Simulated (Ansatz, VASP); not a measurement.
**Cross-check of H8C4SO2 (liquid sulfolane at 280 K) between VASP and Ansatz**

Aim: how closely do two programs agree when they are given the same cell, functional and k mesh? The cell is taken from a series of runs on this material, whose earlier steps may have relaxed, scaled, displaced or heated it; both programs get it as it stands.

Program: Ansatz 0.2.0. Level of theory: plane waves, with VASP 6.6.1 beside it; single point at PBE with D3(BJ). Results are calculated unless marked as measured.

### 1. Starting point

The cell holds 150 atoms: 20 O, 10 S, 40 C and 80 H. Its edges and angles: a = 11.656 Å, b = 11.656 Å, c = 11.656 Å, α = 90.0°, β = 90.0°, γ = 90.0°. As first built, before any earlier steps moved the atoms (in the runner's words): 10 sulfolane placed at random, at 1.26 g/cm^3; overlaps pushed apart, then 10 ps at 430 K with MMFF94 bonds, angles, torsions, charges and radii (Halgren, J. Comput. Chem. 17, 490 (1996)) in harmonic and 12-6 forms. Snapshot after 20 ps at 280 K and fixed volume.

### 2. VASP: single point, PBE with D3(BJ)

A single point gives forces, pressure and levels at one fixed geometry, so differences don't come from the geometry; what else differs is listed under the comparison.

Lines of VASP's logs that name or quote its potential files are left out, and so is its time.

File INCAR:

```
SYSTEM = H8C4SO2
PREC = Accurate
ENCUT = 600
EDIFF = 1E-06
NELM = 120
ISMEAR = 0
SIGMA = 0.01
LREAL = Auto
ALGO = Normal
GGA = PE
IVDW = 12
NBANDS = 315
LORBIT = 11
LWAVE = .FALSE.
LCHARG = .FALSE.
ISIF = 2
LASPH = .TRUE.
GGA_COMPAT = .FALSE.
EFERMI = MIDGAP
```

File POSCAR:

```
H8C4SO2
1.0
   11.6561000000      0.0000000000      0.0000000000
    0.0000000000     11.6561000000      0.0000000000
    0.0000000000      0.0000000000     11.6561000000
O S C H
20 10 40 80
Direct
    0.1445000000      0.0239000000      0.1366300000
    0.2302900000      0.9108500000      0.2986500000
    0.7606200000      0.3724600000      0.3224900000
    0.8950600000      0.5136900000      0.2333900000
    0.9159300000      0.6472700000      0.5663000000
    0.7214200000      0.6252300000      0.6667800000
    0.2010200000      0.2237500000      0.4210300000
    0.2164500000      0.3658300000      0.5869200000
    0.2833300000      0.6427300000      0.1729500000
    0.4373900000      0.5028900000      0.0776300000
    0.1444000000      0.8655100000      0.5938200000
    0.1751900000      0.6887700000      0.7030100000
    0.6604600000      0.9279000000      0.3133300000
    0.5891200000      0.9218500000      0.5156000000
    0.4219500000      0.1916300000      0.6391800000
    0.6296100000      0.2132000000      0.6721200000
    0.5625900000      0.9187300000      0.8862100000
    0.4890100000      0.0786000000      0.0120000000
    0.9422100000      0.2694000000      0.8722200000
    0.7476800000      0.3369300000      0.9234100000
    0.1271500000      0.9543200000      0.2370700000
    0.7834100000      0.4827900000      0.2714400000
    0.8421600000      0.6586900000      0.6675400000
    0.1481900000      0.2900200000      0.5128400000
    0.3192000000      0.5301400000      0.1174100000
    0.2057300000      0.7591100000      0.6078800000
    0.5979300000      0.9804700000      0.4072200000
    0.5152400000      0.2616100000      0.6825600000
    0.4651700000      0.9748500000      0.9417600000
    0.8372300000      0.2503300000      0.9313800000
[... 114 atom lines left out ...]
    0.7557400000      0.9635600000      0.0090700000
    0.8928300000      0.0189200000      0.0078200000
    0.7823400000      0.0829000000      0.1889900000
    0.6891700000      0.1719700000      0.1026700000
    0.8540800000      0.3001900000      0.1307400000
    0.9481700000      0.1840100000      0.1022900000
```

File KPOINTS:

```
Automatic mesh
0
Gamma
1 1 1
0 0 0
```

PAW data sets: O, S, C and H (PBE family, release 64).

Run with:

```
$ export OMP_NUM_THREADS=3
$ mpirun -np 1 vasp_gam
```

Numbers of over 12 decimals in the logs are rounded to 6 here.

Output:

```text
[banner, memory and clock lines left out]
running    1 mpi-ranks, on    1 nodes
[...]
Offloading initialized ...    1 GPUs detected
[...]
LDA part: xc-table for (Slater+PW92), standard interpolation
 POSCAR, INCAR and KPOINTS ok, starting setup
[...]
entering main loop
       N       E                     dE             d eps       ncg     rms          rms(c)
DAV:   1     0.339827429604E+04    0.33983E+04   -0.23678E+05   638   0.138E+03
DAV:   2    -0.520168604758E+03   -0.39184E+04   -0.37053E+04   785   0.305E+02
DAV:   3    -0.905402859903E+03   -0.38523E+03   -0.38194E+03   788   0.981E+01
DAV:   4    -0.914685712389E+03   -0.92829E+01   -0.92366E+01   812   0.168E+01
[...]
DAV:  18    -0.825396316164E+03    0.46642E-05   -0.89408E-06   772   0.876E-03    0.826E-03
DAV:  19    -0.825396314090E+03    0.20747E-05   -0.28485E-06   700   0.718E-03    0.287E-03
DAV:  20    -0.825396314310E+03   -0.21996E-06   -0.30274E-06   716   0.334E-03
   1 F= -.83460411E+03 E0= -.83460411E+03  d E =0.000000E+00
```

Parts of OUTCAR (step 2):

```text
  FREE ENERGIE OF THE ION-ELECTRON SYSTEM (eV)
  ---------------------------------------------------
  free  energy   TOTEN  =      -834.6041091743 eV

  energy  without entropy=     -834.6041091743  energy(sigma->0) =     -834.60410917
```

The run ends at a pressure of 0.02 GPa, with forces up to 3.3 eV/Å.

### 3. Ansatz: single point, PBE with D3(BJ)

Ansatz runs on its default PAW (the set named soft_2) files.

The same cell, functional and mesh now go to Ansatz, which takes its cutoff from its data sets.

File input.yaml:

```yaml
crystal:
  lattice:
    - [11.6561, 0.0, 0.0]
    - [0.0, 11.6561, 0.0]
    - [0.0, 0.0, 11.6561]
  atoms:
    - { symbol: O, position: [0.1445, 0.0239, 0.13663] }
    - { symbol: S, position: [0.12715, 0.95432, 0.23707] }
    - { symbol: O, position: [0.23029, 0.91085, 0.29865] }
    - { symbol: C, position: [0.04208, 0.03126, 0.34187] }
    - { symbol: C, position: [0.95109, 0.9423, 0.37765] }
    - { symbol: C, position: [0.92219, 0.86174, 0.26643] }
    - { symbol: C, position: [0.03696, 0.83918, 0.19899] }
    - { symbol: H, position: [0.10506, 0.0548, 0.41235] }
    - { symbol: H, position: [0.01064, 0.11083, 0.30823] }
    - { symbol: H, position: [0.97191, 0.88112, 0.44576] }
    - { symbol: H, position: [0.87127, 0.98312, 0.40021] }
    - { symbol: H, position: [0.86051, 0.90719, 0.2144] }
    - { symbol: H, position: [0.8763, 0.78438, 0.29158] }
    - { symbol: H, position: [0.08381, 0.76136, 0.21676] }
    - { symbol: H, position: [0.03218, 0.84745, 0.10746] }
    - { symbol: O, position: [0.76062, 0.37246, 0.32249] }
    - { symbol: S, position: [0.78341, 0.48279, 0.27144] }
    - { symbol: O, position: [0.89506, 0.51369, 0.23339] }
    - { symbol: C, position: [0.69496, 0.50854, 0.14669] }
    - { symbol: C, position: [0.65473, 0.63302, 0.16864] }
    - { symbol: C, position: [0.61994, 0.63735, 0.30154] }
    - { symbol: C, position: [0.72763, 0.59278, 0.36418] }
    - { symbol: H, position: [0.74797, 0.48939, 0.07197] }
    - { symbol: H, position: [0.61802, 0.45657, 0.14974] }
    - { symbol: H, position: [0.72952, 0.68563, 0.15142] }
    - { symbol: H, position: [0.58589, 0.65422, 0.11032] }
    - { symbol: H, position: [0.54186, 0.58231, 0.31723] }
    - { symbol: H, position: [0.60135, 0.72321, 0.32656] }
    - { symbol: H, position: [0.78593, 0.67038, 0.36499] }
    - { symbol: H, position: [0.71738, 0.56498, 0.45069] }
[... 114 atom lines left out ...]
    - { symbol: H, position: [0.75574, 0.96356, 0.00907] }
    - { symbol: H, position: [0.89283, 0.01892, 0.00782] }
    - { symbol: H, position: [0.78234, 0.0829, 0.18899] }
    - { symbol: H, position: [0.68917, 0.17197, 0.10267] }
    - { symbol: H, position: [0.85408, 0.30019, 0.13074] }
    - { symbol: H, position: [0.94817, 0.18401, 0.10229] }
kpoints:
  mp_grid: { grid: [1, 1, 1] }
hamiltonian:
  xc: pbe
  dispersion: d3bj
scf:
  occupations: { method: fixed }
output:
  forces: true
  stress: true
  populations: true
  dos:
    method: { smearing: { sigma: 0.08 } }
    de: 0.1
    projected: { site_lists: { C: [C], H: [H], O: [O], S: [S] } }
  eigenvalues: true
  write_density: true
  write_potential: true
  volumetric_format: npy
  elf: true
```

Run with:

```
$ ansatz run input.yaml --threads 4 --pin off --max-ram 8192MiB --backend cpu --events-out ev --progress --plain --runs-dir out
```

Output:

```text
Engine: ansatz 0.2.0, aarch64-unknown-linux-gnu
Pseudopotentials: kind: paw
Pseudopotential: O, paw, valence charge 6, recommended cutoff 420 eV (normal), O.paw.azcp
Pseudopotential: S, paw, valence charge 6, recommended cutoff 420 eV (normal), S.paw.azcp
Pseudopotential: C, paw, valence charge 4, recommended cutoff 420 eV (normal), C.paw.azcp
Pseudopotential: H, paw, valence charge 1, recommended cutoff 420 eV (normal), H.paw.azcp
Functional definition: PBE
  parameter kappa = 0.804
  parameter beta = 0.066725
  exchange = pbe_x(kappa = kappa, mu = beta*pi^2/3)
  correlation = pbe_c(beta = beta)
Crystal: 150 atoms, lattice volume = 1583.652 Å³
Basis set: ecut = 420 eV, 31103 PW (Γ), exchange–correlation on 160×160×160 points (8 copies of the dense FFT grid, shifted against one another)
Bands: 360, of which v1, the nominal top of the filled ones, is band 210 counted from 1 (209 counted from 0)
Symmetry: 1 space group operations
Space group: P1 (ITA 1), of the structure as read, at distance tolerance 1.2e-4 Å
k-points: 1
Non-local potential: O, projectors of the file, l = 0: 2, l = 1: 2, l = 2: 1
Non-local potential: S, projectors of the file, l = 0: 2, l = 1: 2, l = 2: 2
Non-local potential: C, projectors of the file, l = 0: 2, l = 1: 2, l = 2: 1
Non-local potential: H, projectors of the file, l = 0: 2, l = 1: 1
PAW form: soft (Blöchl's): semilocal exchange-correlation on the pseudo side does not see the compensation charge
PAW one-centre angular grid: O, 110 points (default); XC on 64 Gauss nodes
PAW one-centre angular grid: S, 110 points (default); XC on 64 Gauss nodes
PAW one-centre angular grid: C, 110 points (default); XC on 64 Gauss nodes
PAW one-centre angular grid: H, 110 points (default); XC on 64 Gauss nodes
Initial density: superposition of atomic densities (neutral atoms: chi_scale 0, normalization atom), corrected by the library's trained network
Initial wavefunctions: pseudopotential atomic-orbital guess
Functional: x = pbe(κ = 0.804, μ = 0.219515), c = pbe(β = 0.066725)
SCF iter   1: F=—  HF=-31681.176770 eV  |F-HF|=—  |Δ(HF+E_count)|=         —  Δρ=6.79e-3  dr2=9.55e-1  ethr=1.77e-3  ⟨swp⟩=5.0  Hψ=1351  notcnv=0  defer=148
preconditioner: auto → Resta (q_TF=auto, 2.187 Å⁻¹)  ε∞=2.5  [insulator: Δε(μ)=5.432 eV  Ē_g=15.552 eV  n_scr=256 (ndim 8)  ℏωp=19.0 eV  f_vac=0.223  ε∞_Penn≈2.5]
SCF iter   2: F=—  HF=-31680.918012 eV  |F-HF|=—  |Δ(HF+E_count)|=   2.59e-1  Δρ=3.87e-3  dr2=1.65e-1  ethr=2.27e-4  ⟨swp⟩=3.0  Hψ=614  notcnv=0  defer=148
SCF iter   3: F=—  HF=-31680.904680 eV  |F-HF|=—  |Δ(HF+E_count)|=   1.33e-2  Δρ=1.46e-3  dr2=4.28e-2  ethr=3.94e-5  ⟨swp⟩=2.0  Hψ=426  notcnv=0  defer=148
SCF iter   4: F=—  HF=-31680.904933 eV  |F-HF|=—  |Δ(HF+E_count)|=   2.53e-4  Δρ=7.18e-4  dr2=1.08e-2  ethr=1.02e-5  ⟨swp⟩=3.0  Hψ=338  notcnv=0  defer=148
SCF iter   5: F=—  HF=-31680.903922 eV  |F-HF|=—  |Δ(HF+E_count)|=   1.01e-3  Δρ=2.20e-4  dr2=1.13e-3  ethr=2.58e-6  ⟨swp⟩=3.0  Hψ=419  notcnv=0  defer=148
SCF iter   6: F=—  HF=-31680.903838 eV  |F-HF|=—  |Δ(HF+E_count)|=   8.36e-5  Δρ=1.11e-4  dr2=2.08e-4  ethr=2.70e-7  ⟨swp⟩=2.0  Hψ=426  notcnv=0  defer=148
SCF iter   7: F=—  HF=-31680.903804 eV  |F-HF|=—  |Δ(HF+E_count)|=   3.36e-5  Δρ=2.96e-5  dr2=1.52e-5  ethr=4.95e-8  ⟨swp⟩=2.0  Hψ=424  notcnv=0  defer=148
SCF iter   8: F=—  HF=-31680.903452 eV  |F-HF|=—  |Δ(HF+E_count)|=   3.52e-4  Δρ=1.78e-5  dr2=4.90e-6  ethr=3.62e-9  ⟨swp⟩=2.0  Hψ=562  notcnv=0  defer=147
SCF iter   9: F=—  HF=-31680.903452 eV  |F-HF|=—  |Δ(HF+E_count)|=   2.85e-7  Δρ=6.35e-6  dr2=6.50e-7  ethr=1.17e-9  ⟨swp⟩=2.0  Hψ=422  notcnv=0  defer=147
SCF iter  10: F=-31680.903452 eV  HF=-31680.903452 eV  |F-HF|=1.98e-8  |Δ(HF+E_count)|=   7.85e-9  Δρ=2.31e-6  dr2=7.99e-8  ethr=2.38e-11  ⟨swp⟩=21.0  Hψ=3613  notcnv=0
SCF 1 converged in 10 iterations: F = -31680.903452 eV  dr2 = 7.99e-8
  greatest PAW one-centre occupation: 0.881 electrons in one spin orbital (limit 2), on the O atom at site 135 (counted from 0), in its partial waves of l = 0
[...]
atom 122  S      0.46729408     1.12469265     0.73896590
  atom 123  O     -0.08477999    -0.85593448    -0.37192278
  atom 124  C      0.50765749     0.88367474    -1.35319461
  atom 125  C     -0.41244533    -0.89101824     2.12347744
  atom 126  C      1.92509189     0.32324886     0.01709737
  atom 127  C     -0.56027305     2.13584885    -0.13888036
  atom 128  H     -0.04402806    -0.90481396     0.37385579
  atom 129  H     -0.11546541    -0.24878595     0.24113264
  atom 130  H     -0.27239942    -0.42929294    -0.28996713
  atom 131  H     -0.18702960     0.31502829    -0.62554758
  atom 132  H      0.05892909     0.12569100    -0.12066413
  atom 133  H     -1.59049945    -0.15473394     0.31281381
  atom 134  H     -0.23344546    -0.13788387    -0.56418559
  atom 135  H      0.48144591    -1.24418980    -0.13178083
  atom 136  O      2.20801751     0.47698890    -1.23541680
  atom 137  S     -1.54330264     0.28618581     0.41167466
  atom 138  O     -0.11874418     0.37212189     0.09130245
  atom 139  C     -0.26542601    -0.45683375     1.18166591
  atom 140  C     -0.05162793    -1.12568609     0.81039978
  atom 141  C     -0.30160088    -0.99998434     0.66710151
  atom 142  C      1.14458230    -0.52580025     1.65310072
  atom 143  H     -0.76875805     0.55499437    -0.18490463
  atom 144  H      0.71103819    -0.43537676    -0.66304659
  atom 145  H     -0.36264209     0.49002846    -0.32671323
  atom 146  H     -0.11380152     0.39022018     0.09255320
  atom 147  H      0.13400954     0.83071007    -1.10190851
  atom 148  H      0.11858183    -0.75539128    -0.28985670
  atom 149  H     -0.19324754     0.25904772    -0.18226163
  atom 150  H     -0.41467449     0.57047608    -0.87709673
  max |Σ_I F_I| component: 8.86e-5 eV/Å
--- Stress (GPa, compression-positive) ---
        1.496667       0.356720      -0.462022
        0.356720      -0.403534      -0.830378
       -0.462022      -0.830378       0.311214
  P = ⅓ Tr σ = 0.4681 GPa (4.681 kbar)
--- Band table (eV) ---
  k-point 0: bands = [... 206 lower, -0.8607, -0.8116, -0.7247, -0.4481, 4.7496, 4.8112, 5.0387, 5.2238, ... 146 higher]
--- Löwdin populations: 150 sites ---
  site symbol       q [e]
     0      O      6.7607
     1      S      3.9158
     2      O      6.7521
     3      C      4.4581
     4      C      4.2856
     5      C      4.2683
     6      C      4.4877
     7      H      0.7722
     8      H      0.7909
     9      H      0.7916
    10      H      0.8026
    11      H      0.8066
    12      H      0.8077
    13      H      0.7591
    14      H      0.7718
    15      O      6.7535
    16      S      3.8919
    17      O      6.7728
    18      C      4.4640
    19      C      4.2740
    20      C      4.2662
    21      C      4.4613
    22      H      0.7798
    23      H      0.7817
[...]
142      H      0.7574
   143      H      0.7718
   144      H      0.7991
   145      H      0.8335
   146      H      0.8277
   147      H      0.8033
   148      H      0.7894
   149      H      0.8007
  spilling = 0.018154 (of n_electrons = 420.000000)
```

### 4. Side by side

Known differences besides the potentials themselves: fixed occupations in Ansatz, narrow Gaussian smearing in VASP; the cutoff is 420 eV in Ansatz and 600 eV in VASP (PREC = Accurate, projectors in real space). Total energies have different zeros and are not compared.

Compared:

| quantity | Ansatz | VASP | difference |
| --- | --- | --- | --- |
| pressure (GPa) | 0.47 | 0.02 | +0.45 |
| gap on the k mesh (eV) | 5.198 | 5.181 | +0.017 |

Forces on 9 of the 150 atoms, those with the largest forces and the largest differences (eV/Å; atoms numbered as in POSCAR):

| atom | Ansatz x, y, z | VASP x, y, z |
| --- | --- | --- |
| O4 | 2.959, 0.330, -0.381 | 2.594, 0.219, -0.254 |
| O12 | -0.586, -1.556, 1.996 | -0.493, -1.323, 1.700 |
| O19 | 2.208, 0.477, -1.235 | 1.866, 0.422, -1.045 |
| S21 | 2.140, 0.010, 1.919 | 2.243, 0.126, 1.738 |
| C42 | -0.988, -1.341, 2.332 | -0.988, -1.352, 2.325 |
| C45 | -2.088, 2.210, -0.167 | -2.107, 2.219, -0.178 |
| C47 | 0.904, -2.063, -2.466 | 0.906, -2.043, -2.491 |
| C51 | 2.649, -1.594, 1.149 | 2.653, -1.579, 1.170 |
| C60 | -1.246, -2.889, 1.112 | -1.248, -2.872, 1.112 |

The forces differ by 66 meV/Å r.m.s., which is 8.2 % of the r.m.s. force of 0.807 eV/Å (both taken over all components). A gap on the mesh is an upper bound, since the band edges may lie between its points.

### 5. What came out

| Item | Value |
| --- | --- |
| r.m.s. force difference (single point, PBE with D3(BJ)) | 8.2 % of the r.m.s. force |

In words: The r.m.s. force difference is 8.2 % of the r.m.s. force (single point, PBE with D3(BJ)), beyond the 3 % picked in this series as the mark of a large difference. What causes the difference of the single point, PBE with D3(BJ) pair stays open here. How closely two codes agree says nothing of how well the functional describes the real material.

[Lines on the potential files, build, host, timing and source positions are cut from VASP's logs without a mark.]

[Logs are printed without paths, hosts, clocks, repeated set-up lines and the standing remarks that a program may print on its own settings, such as how far it seeks lower states.]

[Hosts, paths, dates, database ids (printed as entryN), source tags and the programs' standing remarks are cut or masked in the printed files.]

[The MMFF94 radii named for the starting cell were scaled by 0.96; in molecules described by MMFF94, hydrogen bound to N, O or S took a small fixed 12-6 site in their place.]
